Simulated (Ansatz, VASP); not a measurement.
## BiB: VASP beside Ansatz

```
B Bi
1.0
     0.00000    2.74487    2.74487
     2.60489    0.00000    2.74487
     2.60489    2.74487    0.00000
B Bi
1 1
Direct
  0.00000 0.00000 0.00000
  0.25000 0.25000 0.25000
```

Change from the starting cell: uniaxial_x strain -5.1%.

Alike in both runs: task single point; functional r2SCAN; k mesh 8 × 8 × 8; occupations fermi-dirac, width 0.02 eV; no spin polarisation.

|  | VASP | Ansatz |
| --- | --- | --- |
| version | VASP 6.6.1 | Ansatz 0.2.0 |
| potentials or method | VASP PAW PBE potentials, release 64 (B, Bi_d) | plane waves, PAW |
| plane-wave cutoff (eV) | 520 | 500 |
| valence electrons in the cell | 18 | 18 |

Ansatz gave:

| Property | Result |
| --- | --- |
| pressure (GPa) | 4.7 |
| largest component of the traceless stress (GPa) | 3.27 |

**Question.** Estimate VASP's values.

**Answer.** Pressure (GPa): 4.6; largest component of the traceless stress (GPa): 3.28.

With one functional, cell and mesh, what is left measures potentials, basis and numerics.

Caveats: the PAW data sets were made with another functional, which shifts forces and pressure a little (VASP).
